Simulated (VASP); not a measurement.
# Li2CoCl4: structure and properties in VASP, part 4 of 5

What structure and properties does r2SCAN give Li2CoCl4, and how near are they to the measured ones? The start is a computed cell from the Materials Project.

VASP 6.6.1, plane waves and PAW; the level of theory is named at each step.

Still holding for the runs below: The cell holds one magnetic atom, so no antiferromagnetic order fits into it. Experiment finds antiferromagnetic order in this phase (below 6.8 K, arxiv:2307.06899), so this ferromagnetic run describes another state.

So far, gap on the k-mesh (eV): step 2 (relaxing cell and atoms (r2SCAN)) 0.883; step 3 (second relaxation) 0.884; step 6 (total and projected DOS (r2SCAN)) 0.883. The relaxed cell has a, b, c = 7.156, 10.381, 3.516 Å (conventional setting).

## 7. Independent-particle dielectric function (r2SCAN)

Level of this step: r2SCAN, spin-polarised from a ferromagnetic start; plane waves and PAW (Li_sv, Co, Cl) (VASP).

LOPTICS sums transitions from filled to empty bands. NBANDS is raised for it.

INCAR

```
SYSTEM = Li2CoCl4
PREC = Accurate
ENCUT = 650
EDIFF = 1E-06
NELM = 100
ISMEAR = 0
SIGMA = 0.05
LREAL = .FALSE.
ALGO = Normal
METAGGA = R2SCAN
LASPH = .TRUE.
NBANDS = 77
ISPIN = 2
MAGMOM = -0 -0 2.613 0.116 0.034 0.116 0.034
LMAXMIX = 4
LORBIT = 11
LWAVE = .FALSE.
LCHARG = .FALSE.
KPAR = 4
LOPTICS = .TRUE.
NEDOS = 1500
CSHIFT = 0.1
```

POSCAR

```
Li2CoCl4
1.0
    3.5778772720     -5.1907091362      0.0000000000
    3.5778772720      5.1907091362      0.0000000000
    0.0000000000      0.0000000000      3.5161483681
Li Co Cl
2 1 4
Direct
    0.5000000000      0.0000000000      0.5000000000
    0.0000000000      0.5000000000      0.5000000000
    0.0000000000      0.0000000000      0.0000000000
    0.7669242620      0.7669242620      0.5000000000
    0.7610210535      0.2389789465      0.0000000000
    0.2330757380      0.2330757380      0.5000000000
    0.2389789465      0.7610210535      0.0000000000
```

KPOINTS

```
Automatic mesh
0
Gamma
6 6 9
0 0 0
```

The projector-augmented-wave data sets are Li_sv, Co and Cl (PBE family, release 64).

The run is started by

```console
> mpirun -np 4 vasp_std
```

Log:

```text
[... set-up lines as in an earlier step ...]
 entering main loop
       N       E                     dE             d eps       ncg     rms          rms(c)
DAV:   1     0.354953683564E+03    0.35495E+03   -0.16906E+04 20020   0.644E+02
DAV:   2    -0.122694565708E+02   -0.36722E+03   -0.32095E+03 22124   0.186E+02
DAV:   3    -0.594073395193E+02   -0.47138E+02   -0.44804E+02 23843   0.660E+01
DAV:   4    -0.637876649826E+02   -0.43803E+01   -0.42751E+01 34937   0.129E+01
DAV:   5    -0.638519475267E+02   -0.64283E-01   -0.64226E-01 25248   0.197E+00    0.145E+01
DAV:   6    -0.546277364390E+02    0.92242E+01   -0.15861E+01 27318   0.257E+01    0.244E+01
DAV:   7    -0.530109769013E+02    0.16168E+01   -0.36889E+00 26666   0.222E+01    0.896E+00
DAV:   8    -0.532045152687E+02   -0.19354E+00   -0.10846E+00 25464   0.342E+00    0.515E+00
DAV:   9    -0.533208249816E+02   -0.11631E+00   -0.28957E-01 25868   0.373E+00    0.238E+00
DAV:  10    -0.533621401814E+02   -0.41315E-01   -0.74028E-02 26059   0.173E+00    0.123E+00
DAV:  11    -0.533682034589E+02   -0.60633E-02   -0.94537E-03 29356   0.730E-01    0.497E-01
DAV:  12    -0.533713686746E+02   -0.31652E-02   -0.33160E-03 29352   0.369E-01    0.206E-01
DAV:  13    -0.533716380983E+02   -0.26942E-03   -0.83877E-04 27939   0.106E-01    0.129E-01
DAV:  14    -0.533715444361E+02    0.93662E-04   -0.18102E-04 25416   0.138E-01    0.550E-02
DAV:  15    -0.533715570343E+02   -0.12598E-04   -0.74902E-05 24072   0.332E-02    0.194E-02
DAV:  16    -0.533715505031E+02    0.65312E-05   -0.81663E-06 25152   0.128E-02    0.125E-02
DAV:  17    -0.533715442881E+02    0.62150E-05   -0.18151E-06 23560   0.800E-03    0.732E-03
DAV:  18    -0.533715488629E+02   -0.45748E-05   -0.73116E-07 21408   0.623E-03    0.252E-03
DAV:  19    -0.533715479270E+02    0.93591E-06   -0.20544E-07 14683   0.271E-03
   1 F= -.53371548E+02 E0= -.53371548E+02  d E =-.341145E-12  mag=     3.0000
 optical routines
 imaginary and real dielectric function
 direction            1
 direction            2
 direction            3
```

The job ended after 20 min (4 MPI ranks of Intel Xeon 6975P-C (Granite Rapids), shared host; peak memory 8.4 GiB).

OUTCAR, selected parts (step 7):

```text
   k-points           NKPTS =     65   k-points in BZ     NKDIM =     65   number of bands    NBANDS=     77

   NELECT =      43.0000    total number of electrons

 E-fermi :   2.2502

 spin component 1
 k-point     1 :       0.0000    0.0000    0.0000
  band No.  band energies     occupation
    ...
     19       0.4579      1.00000
     20       0.6092      1.00000
     21       0.7808      1.00000
     22       1.3151      1.00000
     23       1.5449      1.00000
     24       6.9659      0.00000
     25       8.3450      0.00000
     26       8.4584      0.00000
     27       8.8203      0.00000
     28       9.9698      0.00000
    ...

 k-point     2 :       0.1667   -0.0000    0.0000
  band No.  band energies     occupation
    ...
     19       0.3876      1.00000
     20       0.6126      1.00000
     21       0.7586      1.00000
     22       1.3089      1.00000
     23       1.4847      1.00000
     24       7.2219      0.00000
     25       8.4579      0.00000
     26       8.7103      0.00000
     27       8.9550      0.00000
     28      10.1599      0.00000
    ...

  Total        0.0207236      0.0605772     -0.0136088      0.0000000      0.0000000      0.0000000
  in kB        0.2542298      0.7431393     -0.1669483      0.0000000      0.0000000      0.0000000
  external PRESSURE =       0.2768069 kB  Pullay stress =       0.0000000 kB

 POSITION                                       TOTAL-FORCE (eV/Angst)
 -----------------------------------------------------------------------------------
      1.78894     -2.59535      1.75807        -0.000000      0.000000      0.000000
      1.78894      2.59535      1.75807         0.000000      0.000000      0.000000
      0.00000      0.00000      0.00000         0.000000      0.000000      0.000000
      5.48792      0.00000      1.75807         0.005977      0.000000      0.000000
      3.57788     -2.70977      0.00000         0.000000     -0.005477      0.000000
      1.66783      0.00000      1.75807        -0.005977      0.000000     -0.000000
      3.57788      2.70977      0.00000         0.000000      0.005477     -0.000000
 -----------------------------------------------------------------------------------
    total drift:                               -0.000000     -0.000000      0.000000

  FREE ENERGIE OF THE ION-ELECTRON SYSTEM (eV)
  ---------------------------------------------------
  free  energy   TOTEN  =       -53.3715479270 eV

  energy  without entropy=      -53.3715479270  energy(sigma->0) =      -53.37154793

 plasma frequency squared (from intraband transitions) (eV^2)
  --------------------------------------------------------------------------------------
       0.000      -0.000       0.000
      -0.000       0.000       0.000
       0.000       0.000       0.000

[... 9 parts as in an earlier step ...]

[... 13 further parts left out ...]
```

These are independent-particle spectra without excitons or local fields, and fine structure depends on the mesh and on CSHIFT.

This step gave:

* SCF cycles: 19
* bands: 77
* Fermi energy: 2.250 eV
* pressure: 0.02768 GPa
* moment of the cell, from the last line of the log: 3 μB
* gap on the k-mesh: 0.8837 eV
* least direct gap on the k-mesh: 0.8837 eV

The imaginary dielectric function has structure finer than the step of the table below, so its rows give means over 1 eV, whole bins alone (the curve runs from 0 to 24.9 eV). Peaks (eV: height): xx 4.4: 1.49, 11.1: 6.45; yy 6.1: 1.70, 10.4: 6.23; zz 4.0: 2.37, 11.1: 5.88.

Imaginary dielectric function against photon energy; means over each step:

```tsv
photon energy (eV)	xx	yy	zz
1	0.0109	0.0101	0.0171
2	0.0465	0.0238	0.126
3	0.334	0.0459	0.578
4	0.948	0.114	1.93
5	1.10	0.626	0.940
6	0.761	1.26	0.706
7	0.676	0.961	0.778
8	1.73	2.14	1.95
9	4.02	4.28	4.11
10	4.79	5.37	5.07
11	5.84	5.06	5.49
12	4.80	4.53	4.78
13	3.63	3.51	3.58
14	2.83	2.60	2.65
15	1.57	1.77	1.62
16	1.11	1.19	1.15
17	0.889	0.913	0.907
18	0.804	0.821	0.755
19	0.744	0.740	0.695
20	0.669	0.664	0.623
21	0.602	0.613	0.537
22	0.533	0.568	0.541
23	0.395	0.404	0.386
24	0.289	0.281	0.291
```

Real dielectric function against photon energy:

```tsv
photon energy (eV)	xx	yy	zz
0	3.45	3.29	3.68
1	3.50	3.32	3.75
2	3.66	3.40	4.02
3	4.01	3.58	4.42
4	3.89	3.82	3.61
5	3.20	4.83	3.23
6	3.54	4.26	3.58
7	4.47	4.66	4.48
8	5.23	5.02	5.26
9	5.17	5.33	4.76
10	3.36	3.11	3.06
11	2.20	1.57	1.91
12	-0.161	-0.0109	-0.120
13	-0.956	-0.639	-0.520
14	-1.43	-0.843	-1.37
15	-1.15	-1.11	-1.08
16	-0.539	-0.641	-0.588
17	-0.362	-0.338	-0.427
18	-0.125	-0.162	-0.171
19	-0.0384	-0.0331	-0.0927
20	0.0227	0.0521	-0.00948
21	0.0603	0.0946	0.0932
22	0.0661	0.0586	0.0644
23	0.0639	0.0751	0.118
24	0.159	0.157	0.164
```

(Continued in part 5 of 5.)

[Lines on the potential files, build, host, timing and source positions are cut from VASP's logs without a mark.]

[Logs are printed without paths, hosts, clocks, repeated set-up lines and the standing remarks that a program may print on its own settings, such as how far it seeks lower states.]

[Hosts, paths, dates, database ids (printed as entryN), source tags and the programs' standing remarks are cut or masked in the printed files.]

[A measured line is paired with the nearest computed mode of its activity, which favours agreement.]
